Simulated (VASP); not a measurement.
Yb:

```xyz
1
Lattice="0.0000 2.7431 2.7431 2.7431 0.0000 2.7431 2.7431 2.7431 0.0000" Properties=species:S:1:pos:R:3 pbc="T T T"
Yb    0.0000    0.0000    0.0000
```

| Item | Value |
| --- | --- |
| Program | VASP 6.6.1 |
| Task | relaxation of cell and atoms |
| Functional | PBEsol |
| Potentials or basis | VASP PAW PBE potentials, release 64 (Yb) |
| Cutoff | 600 eV |
| k mesh | 8 × 8 × 8 |
| Occupations | gaussian, width 0.15 eV |
| Spin | no spin polarisation |

At the start: pressure -4.2 GPa; volume 41.28 Å³/atom.

Where does the relaxation end?

Over 22 steps the energy falls by 121.9 meV/atom and the volume is 32.52 Å³/atom (-21.2 %); space group Fm-3m (No. 225, to 0.05 Å).

The path:
```csv
step,energy change (eV),largest force (eV/Å),pressure (GPa),volume (Å³)
1,0.0000,0.0000,-4.23,41.28
2,-0.1053,0.0000,-1.31,35.11
3,-0.1219,0.0000,0.55,32.48
4,-0.1198,0.0000,-1.19,33.20
5,-0.1215,0.0000,-1.67,32.70
6,-0.1222,0.0000,-0.26,32.16
7,-0.1221,0.0000,1.59,32.06
8,-0.1222,0.0000,0.07,32.15
9,-0.1222,0.0000,-0.09,32.22
10,-0.1222,0.0000,0.78,32.17
11,-0.1222,0.0000,5.64,32.21
12,-0.1222,0.0000,-0.37,32.22
13,-0.1222,0.0000,0.12,32.22
14,-0.1221,0.0000,-0.11,32.25
15,-0.1221,0.0000,0.05,32.24
16,-0.1221,0.0000,0.34,32.24
17,-0.1221,0.0000,1.27,32.25
18,-0.1221,0.0000,-0.09,32.25
19,-0.1221,0.0000,0.18,32.25
20,-0.1221,0.0000,0.28,32.28
21,-0.1221,0.0000,1.81,32.36
22,-0.1219,0.0000,-0.04,32.52
```

Final structure:
```
CELL_PARAMETERS angstrom
0.00000 2.53330 2.53330
2.53330 0.00000 2.53330
2.53330 2.53330 0.00000
ATOMIC_POSITIONS crystal
Yb 0.00000 0.00000 0.00000
```

Caveat: the volume moved by over 15 % at a fixed basis, so the end points are rough; the PAW data sets were made with another functional, which shifts forces and pressure a little; the volume moved by -21 % from the deposited cell, more than functionals usually miss.
